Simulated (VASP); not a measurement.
# LiGeN (P4/mmm) in VASP: relaxation of cell and atoms with PBE

Aim: the relaxation of cell and atoms of LiGeN with PBE.

Program: VASP 6.6.1. These are calculated values, not measurements. Logs are shortened: lines on timing, memory, paths and dates and some standing lists are left out, and cuts for length are marked.

### Step 1. The crystal as given

It takes space group P4/mmm (No. 123, tetragonal). Conventional cell: a = 2.886 Å, b = 2.886 Å, c = 5.623 Å, α = 90.00°, β = 90.00°, γ = 90.00°. Around Li (site symmetry 4/mmm) lie 4 Ge at 2.04 Å. Ge (site symmetry 4/mmm) is surrounded by 4 Li at 2.04 Å. N (site symmetry 4/mmm) is surrounded by 2 Li at 2.81 Å and 4 N at 2.89 Å.

The cell was built by a generator and needn't be a form met in nature.

### Step 2. Relaxation of cell and atoms, PBE

INCAR

```
SYSTEM = LiGeN
ALGO = Fast
EDIFF = 1E-4
EDIFFG = -0.08
ENCUT = 520
GGA = PE
IBRION = 2
ISIF = 3
ISMEAR = 0
LASPH = .True.
LCHARG = .False.
LREAL = .False.
LWAVE = .False.
NELM = 60
NSW = 24
PREC = Normal
SIGMA = 0.15
```

KPOINTS

```
k-points
0
Gamma
  5 5 3
  0 0 0
```

POSCAR

```
LiGeN
1.0
    2.8864734100      0.0000000000      0.0000000000
    0.0000000000      2.8864734100      0.0000000000
    0.0000000000      0.0000000000      5.6234268600
Li Ge N
1 1 1
Direct
    0.0000000000      0.0000000000      0.0000000000
    0.5000000000      0.5000000000      0.0000000000
    0.0000000000      0.0000000000      0.5000000000
```

Potentials or basis: VASP PAW PBE potentials, release 64 (Li_sv, Ge_d, N).

Command:

```sh
$ cat potpaw_PBE.64/Li_sv/POTCAR potpaw_PBE.64/Ge_d/POTCAR potpaw_PBE.64/N/POTCAR > POTCAR
$ mpirun -np 1 vasp_std > vasp.out
```

OUTCAR:

```text
SYSTEM = LiGeN
   EDIFF = 1E-4
   EDIFFG = -0.08
   ENCUT = 520
   GGA = PE
   IBRION = 2
   ISIF = 3
   ISMEAR = 0
   LASPH = .True.
   LREAL = .False.
   NELM = 60
   NSW = 24
   PREC = Normal

 ion  position               nearest neighbor table
   1  0.000  0.000  0.000-   2 2.04   2 2.04   2 2.04   2 2.04
   2  0.500  0.500  0.000-   1 2.04   1 2.04   1 2.04   1 2.04
   3  0.000  0.000  0.500-

  LATTYP: Found a simple tetragonal cell.
 ALAT       =     2.8864734100
 C/A-ratio  =     1.9481997792

  Lattice vectors:

 A1 = (   2.8864734100,   0.0000000000,   0.0000000000)
 A2 = (   0.0000000000,   2.8864734100,   0.0000000000)
 A3 = (   0.0000000000,   0.0000000000,   5.6234268600)

Analysis of symmetry for initial positions (statically):
=====================================================================
 Subroutine PRICEL returns:
 Original cell was already a primitive cell.

 Routine SETGRP: Setting up the symmetry group for a
 simple tetragonal supercell.

 Subroutine GETGRP returns: Found 16 space group operations
 (whereof 16 operations were pure point group operations)
 out of a pool of 16 trial point group operations.

The static configuration has the point symmetry D_4h.

Analysis of symmetry for dynamics (positions and initial velocities):
=====================================================================
 Subroutine PRICEL returns:
 Original cell was already a primitive cell.

 Routine SETGRP: Setting up the symmetry group for a
 simple tetragonal supercell.

 Subroutine GETGRP returns: Found 16 space group operations
 (whereof 16 operations were pure point group operations)
 out of a pool of 16 trial point group operations.

The dynamic configuration has the point symmetry D_4h.

 Subroutine INISYM returns: Found 16 space group operations
 (whereof 16 operations are pure point group operations),
 and found     1 'primitive' translations

----------------------------------------------------------------------------------------

                                     Primitive cell

  volume of cell :      46.8529

  direct lattice vectors                    reciprocal lattice vectors
     2.886473410  0.000000000  0.000000000     0.346443517  0.000000000  0.000000000
     0.000000000  2.886473410  0.000000000     0.000000000  0.346443517  0.000000000
     0.000000000  0.000000000  5.623426860     0.000000000  0.000000000  0.177827511

  length of vectors
     2.886473410  2.886473410  5.623426860     0.346443517  0.346443517  0.177827511

  position of ions in fractional coordinates (direct lattice)
     0.000000000  0.000000000  0.000000000
     0.500000000  0.500000000  0.000000000
[... 60 lines left out ...]
   ISPIN  =      1    spin polarized calculation?
   LNONCOLLINEAR =      F non collinear calculations
   LSORBIT =      F    spin-orbit coupling
   LASPH  =      T    aspherical Exc in radial PAW
   ENCUT  =  520.0 eV  38.22 Ry    6.18 a.u.   5.37  5.37 10.46*2*pi/ulx,y,z
   NELM   =     60;   NELMIN=  2; NELMDL= -5     # of ELM steps
   EDIFF  = 0.1E-03   stopping-criterion for ELM
   LREAL  =      F    real-space projection
   EDIFFG = -.8E-01   stopping-criterion for IOM
   NSW    =     24    number of steps for IOM
   IBRION =      2    ionic relax: 0-MD 1-quasi-New 2-CG
   NFREE  =      1    steps in history (QN), initial steepest desc. (CG)
   ISIF   =      3    stress and relaxation
   ISYM   =      2    0-nonsym 1-usesym 2-fastsym
   POTIM  = 0.5000    time-step for ionic-motion
   TEBEG  =    0.0;   TEEND  =   0.0 temperature during run
   PSTRESS=    0.0 pullay stress
   NELECT =      22.0000    total number of electrons
   NUPDOWN=      -1.0000    fix difference up-down
   EMIN   =  10.00;   EMAX   =-10.00  energy-range for DOS
   EFERMI =   0.00;   METHOD = LEGACY
   ISMEAR =     0;   SIGMA  =   0.15  broadening in eV -4-tet -1-fermi 0-gaus
   EFERMI_NEDOS =   21; number of points for ismear=-14 and -15
   IALGO  =     68    algorithm
   IMIX   =      4    mixing-type and parameters
     AMIX     =   0.40;   BMIX     =  1.00
     AMIX_MAG =   1.60;   BMIX_MAG =  1.00
  volume/ion in A,a.u.               =      15.62       105.39
  Fermi-wavevector in a.u.,A,eV,Ry     =   1.272439  2.404561 22.029209  1.619101
  Thomas-Fermi vector in A             =   2.405317
   LORBIT       =      0    0 simple, 1 ext, 2 COOP (PROOUT), +10 PAW based schemes
   GGA     = PE    functional components
   LHFCALC =     F    Hartree Fock is set to
   AEXX    =    0.0000 exact exchange contribution
   IVDW    =     0    specifies the selected vdW correction
   LEPSILON=     F    determine dielectric tensor
   LRPA    =     F    only Hartree local field effects (RPA)
 conjugate gradient relaxation of ions
 non-spin polarized calculation
 RMM-DIIS sequential band-by-band and
 Gauss-broadening in eV      SIGMA  =   0.15
  energy-cutoff  :      520.00
  volume of cell :       46.85
 maximum number of plane-waves:      1281
   NGX = 11   NGY = 11   NGZ = 21

--------------------------------------- Ionic step        1  -------------------------------------------

 number of electron      21.9999995 magnetization

 Free energy of the ion-electron system (eV)
  ---------------------------------------------------
  ext. energy  EPLUGINS =         0.00000000
  ---------------------------------------------------
  free energy    TOTEN  =        -6.96718803 eV

  energy without entropy =       -6.94795408  energy(sigma->0) =       -6.95757106

 E-fermi :   1.9617     XC(G=0):  -9.4473

 val. band max:        1.9550334661   @ k =   0.2000   0.2000   0.0000
 cond. band min:       1.9811137179   @ k =   0.4000   0.4000   0.3333
 fundamental gap:      0.0260802519
 Fermi energy:         1.9617262236
[... 532 lines left out ...]
      2     -23.0063      2.00000
      3     -22.9959      2.00000
      4     -22.9959      2.00000
      5     -22.9891      2.00000
      6     -22.9742      2.00000
      7      -9.6780      2.00000
      8      -4.6907      2.00000
      9      -0.0696      2.00000
     10       0.1271      2.00000
     11       1.0883      2.00000
     12       2.3559      0.22869
     13       2.6987      0.00001
     14       3.6591      0.00000
     15      11.2636      0.00000

[... ionic steps 4 to 7 ...]

--------------------------------------- Ionic step        8  -------------------------------------------

 number of electron      22.0000105 magnetization

------------------------ aborting loop because EDIFF is reached ----------------------------------------
[... 69 lines left out ...]
--------------------------------------- Ionic step       10  -------------------------------------------

 number of electron      22.0000124 magnetization

 Free energy of the ion-electron system (eV)
  ---------------------------------------------------
  ext. energy  EPLUGINS =         0.00000000
  ---------------------------------------------------
  free energy    TOTEN  =       -11.18038144 eV

  energy without entropy =      -11.16357104  energy(sigma->0) =      -11.17197624

 E-fermi :   3.6533     XC(G=0): -10.2609

 val. band max:        3.5731239928   @ k =   0.4000   0.0000   0.3333
 cond. band min:       3.7302086478   @ k =   0.4000   0.4000   0.3333
 fundamental gap:      0.1570846550
 Fermi energy:         3.6532868378
[... 244 lines left out ...]
  FREE ENERGIE OF THE ION-ELECTRON SYSTEM (eV)
  ---------------------------------------------------
  free  energy   TOTEN  =       -11.1803814416 eV

  energy  without entropy=      -11.1635710410  energy(sigma->0) =      -11.17197624

 reached required accuracy - stopping structural energy minimisation
```

OSZICAR:

```text
N       E                     dE             d eps       ncg     rms          rms(c)
DAV:   1     0.146308898103E+03    0.14631E+03   -0.11662E+04   367   0.299E+03
DAV:   2     0.967020445434E+01   -0.13664E+03   -0.13521E+03   430   0.554E+02
DAV:   3    -0.668202116119E+01   -0.16352E+02   -0.16137E+02   451   0.127E+02
[... 170 lines left out ...]
DAV:   1    -0.111904596127E+02   -0.11243E-01   -0.27672E-01   493   0.657E+00    0.608E-01
RMM:   2    -0.111842241933E+02    0.62354E-02   -0.95928E-03   421   0.136E+00    0.446E-01
RMM:   3    -0.111821161610E+02    0.21080E-02   -0.32367E-03   424   0.588E-01    0.263E-01
RMM:   4    -0.111803772915E+02    0.17389E-02   -0.21034E-03   413   0.584E-01    0.451E-02
RMM:   5    -0.111803814416E+02   -0.41501E-05   -0.46613E-04   322   0.274E-01
  10 F= -.11180381E+02 E0= -.11171976E+02  d E =-.121394E-02
```

CONTCAR:

```text
LiGeN
   1.00000000000000
     3.4139618588759171    0.0000000000000000    0.0000000000000000
    -0.0000000000000000    3.4139618588759171    0.0000000000000000
     0.0000000000000000    0.0000000000000000    3.4591378110681865
  Li              Ge              N
     1     1     1
Direct
     1.0000000000000000    1.0000000000000000    0.0000000000000000
     0.5000000000000000    0.5000000000000000    0.0000000000000000
     0.0000000000000000    1.0000000000000000    0.5000000000000000

  0.00000000E+00  0.00000000E+00  0.00000000E+00
  0.00000000E+00  0.00000000E+00  0.00000000E+00
  0.00000000E+00  0.00000000E+00  0.00000000E+00
```

It took 30 s on 1 thread of Intel Xeon 6975P-C (Granite Rapids), shared host; peak memory 0.13 GiB.

These settings aren't checked as converged: the numbers below hold their error.

Results:

```yaml
Free_energy: -11.1804 eV
Relaxed_volume: 13.44 Å³/atom
Relaxed_cell: a = 3.414 Å, b = 3.414 Å, c = 3.459 Å, α = 90.00°, β = 90.00°, γ = 90.00°
Space_group_after_relaxing_to_0.05_Å: P4/mmm (No. 123)
Energy_gained_by_relaxing: 1404.4 meV/atom
Ionic_steps: 10
Band_gap_on_the_k_mesh: 0.16 eV, indirect (least direct gap 1.12 eV)
```

Caveat: the k mesh is coarse (spacing up to 0.44 Å⁻¹), so the values aren't converged; the cutoff is under 1.25 times the usual one of these potentials, so pressure, stress and relaxed cells hold a basis-set (Pulay) error; an odd mesh through Γ misses points on the zone boundary, where band edges often lie.
